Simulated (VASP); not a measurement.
VASP input:

### POSCAR
```
BBi
1
    0.0000000000     2.5323573264     2.5323573264
    2.5323573264     0.0000000000     2.5323573264
    2.5323573264     2.5323573264     0.0000000000
B Bi
1 1
Direct
  0.0000000000   0.0000000000   0.0000000000
  0.2500000000   0.2500000000   0.2500000000
```

File KPOINTS:
```
Automatic mesh
0
Gamma
9 9 9
0 0 0
```

INCAR:
```
SYSTEM = BBi
PREC = Accurate
ENCUT = 620
EDIFF = 1E-6
NELM = 100
ALGO = Normal
LREAL = .FALSE.
LASPH = .TRUE.
ISMEAR = 0
SIGMA = 0.05
GGA = PS
LMAXMIX = 4
LWAVE = .FALSE.
LCHARG = .FALSE.
IBRION = 2
ISIF = 3
NSW = 40
EDIFFG = -0.02
PSTRESS = 450
```

POTCAR, in this order: B Bi_d (PBE.64 set). Program: vasp_std.

Problem. Write an equivalent input for Ansatz.

Solution. One equivalent input (not run):
Ansatz 0.2 input:
```yaml
crystal:
  lattice:
    - [0.0000000, 2.5323573, 2.5323573]
    - [2.5323573, 0.0000000, 2.5323573]
    - [2.5323573, 2.5323573, 0.0000000]
  atoms:
    - { symbol: B, position: [0.0000000, 0.0000000, 0.0000000] }
    - { symbol: Bi, position: [0.2500000, 0.2500000, 0.2500000] }
kpoints:
  mp_grid: { grid: [9, 9, 9] }
hamiltonian:
  xc: pbesol
  pseudopotentials: { kind: paw }
scf:
  occupations: { method: gaussian, width: 0.05 }
  max_iter: 100
relax:
  max_steps: 40
  f_tol: 0.02
  cell: { p_target: 45 }
output: { forces: true, stress: true, eigenvalues: true }
```
Limits of the translation: each code has its own PAW files, so the cut-off isn't converted (ENCUT is set for VASP's; basis.ecutwfc is left out, and Ansatz then takes the one that its files recommend); Ansatz stops its SCF on the density residual and VASP on the energy change (EDIFF).

The structure was generated: BBi was put into the zinc blende type (F-43m), which need not be its known phase. This run relaxes it under an external pressure of 45 GPa. Symmetry was kept, so distortions that lower it aren't found.
